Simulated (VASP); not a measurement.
Given:

```xyz
4
Lattice="3.7807 0.0000 0.0000 0.0000 3.7807 0.0000 0.0000 0.0000 3.7807" Properties=species:S:1:pos:R:3 pbc="T T T"
Cu     0.0000     1.8903     1.8903
Cu     1.8903     0.0000     1.8903
Cu     1.8903     1.8903     0.0000
Au     0.0000     0.0000     0.0000
```

Level of theory: PBE GGA, VASP's PBE PAW potentials (set 64) (plane waves; VASP). Settings: 520 eV cut-off, 9×9×9 Γ-centred mesh, tetrahedra with Blöchl corrections, potentials Cu Au.

The cores are frozen, which limits the accuracy of field gradients.

**Question.** Give the principal components of the electric field gradient (V/Å²) and the asymmetry η at each nucleus.

**Answer.** 
| atom | Vxx | Vyy | Vzz | η |
|---|---|---|---|---|
| Cu1 | -9.2 | -9.2 | 18.3 | 0.00 |
| Cu2 | -9.2 | -9.2 | 18.3 | 0.00 |
| Cu3 | -9.2 | -9.2 | 18.3 | 0.00 |
| Au4 | 0.0 | 0.0 | 0.0 | - |

The compound is Cu3Au in the L1_2 structure. It was relaxed first.
